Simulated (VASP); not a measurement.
These are MS2 meta-GGA, VASP's PBE PAW potentials (set 64) (plane waves; VASP 6.6.1) values and carry that method's errors.

A VASP calculation is set up with these files.

POSCAR:
```
BaTiO3
1
    4.0824280750     0.0000000000     0.0000000000
    0.0000000000     4.0824280750     0.0000000000
    0.0000000000     0.0000000000     4.0824280750
Ba Ti O
1 1 3
Direct
  0.0000000000   0.0000000000   0.0000000000
  0.5000000000   0.5000000000   0.5000000000
  0.5000000000   0.0000000000   0.5000000000
  0.0000000000   0.5000000000   0.5000000000
  0.5000000000   0.5000000000   0.0000000000
```

KPOINTS:
```
kpoints
0
G
 6 6 6
0 0 0
```

### INCAR
```
# general
SYSTEM =BaTiO3
PREC   =Accurate
ENCUT  =520   # plane-wave cut-off (eV)
LREAL  =.False.   # projection in real space or not
LASPH  =.True.

# electronic loop
EDIFF  =1E-7   # SCF stop (eV)
NELM   =100   # most electronic steps
ALGO   =Normal   # blocked Davidson
LMAXMIX=4   # l cut-off of mixed one-centre charges
LMIXTAU=.True.

# smearing
ISMEAR =0
SIGMA  =0.05   # width (eV)

# functional
METAGGA=MS2

# ions
ISIF   =2   # forces and stress, cell fixed

# output
LWAVE  =.False.
LCHARG =.False.
```

POTCAR, in this order: Ba_sv Ti_sv O (PBE.64 set). Program: vasp_std.

The run wrote:

OUTCAR:
```
 ion  position               nearest neighbor table
   1  0.000  0.000  0.000-   3 2.89   4 2.89   5 2.89   3 2.89   4 2.89   4 2.89   5 2.89   4 2.89
                             3 2.89   5 2.89   3 2.89   5 2.89   2 3.54   2 3.54   2 3.54   2 3.54
   2  0.500  0.500  0.500-   3 2.04   4 2.04   5 2.04   5 2.04   3 2.04   4 2.04   1 3.54   1 3.54
                             1 3.54   1 3.54   1 3.54   1 3.54   1 3.54   1 3.54
   3  0.500  0.000  0.500-   2 2.04   2 2.04   1 2.89   1 2.89   1 2.89   1 2.89
   4  0.000  0.500  0.500-   2 2.04   2 2.04   1 2.89   1 2.89   1 2.89   1 2.89
   5  0.500  0.500  0.000-   2 2.04   2 2.04   1 2.89   1 2.89   1 2.89   1 2.89
  LATTYP: Found a simple cubic cell.
 ALAT       =     4.0824280750
 Subroutine PRICEL returns:
 Original cell was already a primitive cell.
 Subroutine GETGRP returns: Found 48 space group operations
The static configuration has the point symmetry O_h .
The dynamic configuration has the point symmetry O_h .
 Subroutine INISYM returns: Found 48 space group operations
 Subroutine IBZKPT returns following result:
 Found     20 irreducible k-points:

 Following reciprocal coordinates:
            Coordinates               Weight
  0.000000  0.000000  0.000000      1.000000
  0.166667  0.000000  0.000000      6.000000
  0.333333  0.000000  0.000000      6.000000
  0.500000  0.000000  0.000000      3.000000
...
```

### OSZICAR
```
       N       E                     dE             d eps       ncg     rms          rms(c)
DAV:   1     0.420452088863E+03    0.42045E+03   -0.20227E+04   960   0.171E+03
DAV:   2    -0.409956006944E+02   -0.46145E+03   -0.45453E+03  1224   0.476E+02
DAV:   3    -0.832613817030E+02   -0.42266E+02   -0.42165E+02  1520   0.142E+02
DAV:   4    -0.852131706482E+02   -0.19518E+01   -0.19508E+01  1400   0.259E+01
DAV:   5    -0.853270399743E+02   -0.11387E+00   -0.11387E+00  1360   0.416E+00    0.215E+01
DAV:   6    -0.489705573894E+02    0.36356E+02   -0.83434E+01  1504   0.879E+01    0.890E+00
DAV:   7    -0.468189095571E+02    0.21516E+01   -0.20166E+01  1056   0.324E+01    0.509E+00
DAV:   8    -0.458456005462E+02    0.97331E+00   -0.61471E+00  1432   0.184E+01    0.469E+00
DAV:   9    -0.458699072511E+02   -0.24307E-01   -0.15330E+00  1288   0.837E+00    0.149E+00
DAV:  10    -0.462142941535E+02   -0.34439E+00   -0.11495E+00  1376   0.969E+00    0.202E+00
DAV:  11    -0.460989778157E+02    0.11532E+00   -0.31160E-01  1368   0.507E+00    0.699E-01
DAV:  12    -0.461047634558E+02   -0.57856E-02   -0.48162E-02  1336   0.207E+00    0.457E-01
DAV:  13    -0.461005103418E+02    0.42531E-02   -0.53158E-03  1200   0.756E-01    0.348E-01
DAV:  14    -0.461005408325E+02   -0.30491E-04   -0.27193E-03  1264   0.482E-01    0.176E-01
DAV:  15    -0.460993477345E+02    0.11931E-02   -0.11457E-03  1176   0.306E-01    0.743E-02
DAV:  16    -0.460993597907E+02   -0.12056E-04   -0.15275E-03  1328   0.254E-01    0.282E-02
DAV:  17    -0.460993834613E+02   -0.23671E-04   -0.55144E-05  1192   0.613E-02    0.245E-02
DAV:  18    -0.460994499958E+02   -0.66534E-04   -0.13305E-04  1168   0.828E-02    0.396E-02
DAV:  19    -0.460994176565E+02    0.32339E-04   -0.26327E-04  1256   0.117E-01    0.556E-03
DAV:  20    -0.460994113666E+02    0.62899E-05   -0.13759E-05  1144   0.286E-02    0.381E-03
DAV:  21    -0.460994112789E+02    0.87703E-07   -0.55629E-07  1240   0.637E-03
   1 F= -.46099411E+02 E0= -.46099411E+02  d E =-.307869E-33
```

OUTCAR:
```
------------------------ aborting loop because EDIFF is reached ----------------------------------------
  FORCE on cell =-STRESS in cart. coord.  units (eV):
  Direction    XX          YY          ZZ          XY          YZ          ZX
  --------------------------------------------------------------------------------------
  Total       -3.9203197     -3.9203197     -3.9203197      0.0000000     -0.0000000      0.0000000
  in kB      -92.3158853    -92.3158853    -92.3158853      0.0000000     -0.0000000      0.0000000
  external PRESSURE =     -92.3158853 kB  Pullay stress =       0.0000000 kB
  volume of cell :       68.04
      direct lattice vectors                 reciprocal lattice vectors
     4.082428075  0.000000000  0.000000000     0.244952264  0.000000000  0.000000000
     0.000000000  4.082428075  0.000000000     0.000000000  0.244952264  0.000000000
     0.000000000  0.000000000  4.082428075     0.000000000  0.000000000  0.244952264
 POSITION                                       TOTAL-FORCE (eV/Angst)
 -----------------------------------------------------------------------------------
      0.00000      0.00000      0.00000         0.000000      0.000000      0.000000
      2.04121      2.04121      2.04121         0.000000      0.000000      0.000000
      2.04121      0.00000      2.04121         0.000000      0.000000      0.000000
      0.00000      2.04121      2.04121         0.000000      0.000000      0.000000
      2.04121      2.04121      0.00000         0.000000      0.000000      0.000000
 -----------------------------------------------------------------------------------
    total drift:                                0.000000      0.000000     -0.000000
  FREE ENERGIE OF THE ION-ELECTRON SYSTEM (eV)
  ---------------------------------------------------
  free  energy   TOTEN  =       -46.0994112789 eV

  energy  without entropy=      -46.0994112789  energy(sigma->0) =      -46.09941128
```
(Selected blocks of OUTCAR.)

The compound is BaTiO3 in the cubic perovskite structure, the ideal cubic form; the compound distorts at low or room temperature. This cell is one point of a volume scan, at 1.06 of the reference volume.
